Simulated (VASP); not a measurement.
A run of VASP 6.6.1 is set up as follows.

File INCAR:

```
SYSTEM = LiLuSe2
ALGO = Normal ; EDIFF = 1E-6
EDIFFG = -0.01 ; ENCUT = 300
GGA = PE ; IBRION = 2
ISIF = 3 ; ISMEAR = 0
LASPH = .True. ; LCHARG = .False.
LREAL = .False. ; LWAVE = .False.
NELM = 80 ; NSW = 90
PREC = Accurate ; SIGMA = 0.03
```

Contents of KPOINTS:

```
k-points
0
Gamma
  2 2 2
  0 0 0
```

The input POSCAR:

```
LiLuSe2
1.0
    0.0000000000      5.6239000000      5.6239000000
    5.6239000000      0.0000000000      5.6239000000
    5.6239000000      5.6239000000      0.0000000000
Li Lu Se
4 4 8
Direct
    0.1250000000      0.1250000000      0.1250000000
    0.6250000000      0.1250000000      0.1250000000
    0.1250000000      0.1250000000      0.6250000000
    0.1250000000      0.6250000000      0.1250000000
    0.6250000000      0.6250000000      0.6250000000
    0.1250000000      0.6250000000      0.6250000000
    0.6250000000      0.6250000000      0.1250000000
    0.6250000000      0.1250000000      0.6250000000
    0.3781200000      0.3781200000      0.3781200000
    0.3843600000      0.8718800000      0.8718800000
    0.3781200000      0.3781200000      0.8656400000
    0.8718800000      0.3843600000      0.8718800000
    0.8656400000      0.3781200000      0.3781200000
    0.8718800000      0.8718800000      0.8718800000
    0.3781200000      0.8656400000      0.3781200000
    0.8718800000      0.8718800000      0.3843600000
```

Potentials or basis: VASP PAW PBE potentials, release 64 (Li, Lu, Se).

Run with:

```bash
$ cat potpaw_PBE.64/Li/POTCAR potpaw_PBE.64/Lu/POTCAR potpaw_PBE.64/Se/POTCAR > POTCAR
$ mpirun -np 4 vasp_std > vasp.out
```

(1) Predict the relaxed volume.

(2) Predict the relaxed cell.

(3) What does it give for the space group after relaxing (to 0.05 Å)?

(4) What does it give for the band gap on the k mesh?

Results:

(1) 22.57 Å³/atom.

(2) a = 7.993 Å, b = 7.993 Å, c = 7.993 Å, α = 60.00°, β = 60.00°, γ = 60.00°.

(3) Fd-3m (No. 227).

(4) 1.62 eV, direct.

Caveat: the k mesh is coarse (spacing up to 0.48 Å⁻¹), so the values aren't converged; the cutoff is under 1.25 times the usual one of these potentials, so pressure, stress and relaxed cells hold a basis-set (Pulay) error; spin-orbit coupling is left out, which moves the levels of the heavy elements.
